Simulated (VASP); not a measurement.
BaZrO$_{3}$ (cubic perovskite) relaxed at rising pressure, in one space group throughout; other phases were not tried. The pressures are those reached. Method: PBEsol GGA, VASP's PBE PAW potentials (set 64) (plane waves; VASP).

```
P (GPa)  V (Å³/atom)  k-mesh
-------  -----------  ------
-0.10         14.712   5×5×5
4.95          14.289   6×6×6
9.95          13.929   6×6×6
19.99         13.324   6×6×6
29.99         12.833   6×6×6
```

A change of mesh leaves a small step in the series.

Q: Fit an equation of state and predict the volume at 44.90 GPa.

A: Least squares on the third-order Birch-Murnaghan form, P = (3B0/2)(y⁷ − y⁵)[1 + (3/4)(B′ − 4)(y² − 1)] with y = (V0/V)^(1/3), gives V0 = 14.702 Å³/atom, B0 = 163 GPa and B′ = 4.4, and so 12.240 Å³/atom. The run gave 12.238 Å³/atom, -0.0 % from the fit.

Pressures at which the relaxation failed are left out.

The compound is BaZrO3 in the cubic perovskite structure. The cell was not relaxed at this level.
